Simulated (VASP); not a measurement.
Given:

```xyz
2
Lattice="0.0000 2.5917 2.5917 2.5917 0.0000 2.5917 2.5917 2.5917 0.0000" Properties=species:S:1:pos:R:3 pbc="T T T"
Sr     0.0000     0.0000     0.0000
O      2.5917     2.5917     2.5917
```

Level of theory: PBE GGA, VASP's PBE PAW potentials (set 64) (plane waves; VASP). Settings: 600 eV cut-off, 8×8×8 Γ-centred mesh, Gaussian smearing of 0.050 eV, potentials Sr_sv O.

Task: What does the run give for the energy per atom (σ→0), pressure, band gap (on the k-mesh) with the smallest direct gap where there is one?

Result: 
```yaml
band gap (on the k-mesh): 3.28 eV
smallest direct gap (on the k-mesh): 3.38 eV
energy per atom (σ→0): -6.028 eV/atom
pressure: 1.01 GPa
```

The absolute energy has meaning only against runs of the same code, potentials and settings.

The compound is SrO in the rock salt structure. It was relaxed first under an external pressure of 1 GPa.
